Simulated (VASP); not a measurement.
Given:

```
HgTe
1.0
    3.51000     0.00000     0.00000
    0.00000     3.51000     0.00000
    0.00000     0.00000     3.51000
Hg Te
1 1
Direct
  0.00000   0.00000   0.00000
  0.50000   0.50000   0.50000
```

The numbers are results of PBEsol GGA, VASP's PBE PAW potentials (set 64) (plane waves; VASP 6.6.1), not measurements. Numerical set-up: 400 eV cut-off, 7×7×7 Γ-centred mesh, Gaussian smearing of 0.050 eV, potentials Hg Te.

Energy and stress use the plane-wave basis of the starting cell.

Problem. The ions, cell shape and volume are relaxed. Predict the relaxed structure.

Solution. 
```
HgTe
1.0
    3.71114     0.00000     0.00000
    0.00000     3.71114     0.00000
    0.00000     0.00000     3.71114
Hg Te
1 1
Direct
  0.00000   0.00000   0.00000
  0.50000   0.50000   0.50000
```
Space group Pm-3m (221), at a tolerance of 0.03 Å.

Problem. How do energy and volume change from the first to the last step?

Solution. The energy (σ→0) changes by -161.4 meV/atom and the volume by +18.2 %, in 3 ionic steps.

```json
[
 {"step": "1", "E(σ→0) (eV)": "-3.3339", "max force (eV/Å)": "0.000", "pressure (GPa)": "15.69", "volume (Å³)": "43.24"},
 {"step": "2", "E(σ→0) (eV)": "-3.5261", "max force (eV/Å)": "0.000", "pressure (GPa)": "-5.30", "volume (Å³)": "57.90"},
 {"step": "3", "E(σ→0) (eV)": "-3.6567", "max force (eV/Å)": "0.000", "pressure (GPa)": "-0.03", "volume (Å³)": "51.11"}
]
```

The structure was generated: HgTe was put into the CsCl type type (Pm-3m), which need not be its known phase. This run relaxes it. Symmetry was kept, so distortions that lower it aren't found.
